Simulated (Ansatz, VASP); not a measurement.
# Al2B2N in VASP and in Ansatz

```
Al B N
1.0
    -2.06075    2.06075    4.74967
     2.06075   -2.06075    4.74967
     2.06075    2.06075   -4.74967
Al B N
2 2 1
Cartesian
  2.0607 0.0000 4.9929
  2.0607 0.0000 -0.2432
  0.0000 0.0000 4.7497
  0.0000 2.0607 2.3748
  0.0000 0.0000 0.0000
```

Alike in both runs: task relaxation of cell and atoms; functional PBE; k mesh 12 × 12 × 12; occupations gaussian, width 0.1 eV; no spin polarisation.

```csv
,VASP,Ansatz
version,VASP 6.6.1,Ansatz 0.2.0
potentials or method,"VASP PAW PBE potentials, release 64 (Al, B, N)","scalar-relativistic, plane waves, PAW"
plane-wave cutoff (eV),600,420
valence electrons in the cell,17,17
```

```csv
,VASP,Ansatz,Ansatz less VASP
"gap on the k mesh at the Fermi level, each at its own relaxed structure (eV)",none,none,-
relaxed volume (Å³/atom),16.11,16.14,+0.024
relaxed cell length with the largest relative difference (Å),5.571,5.572,+0.0020
```

A gap of «none» marks a metal or a gap that the smearing closes.
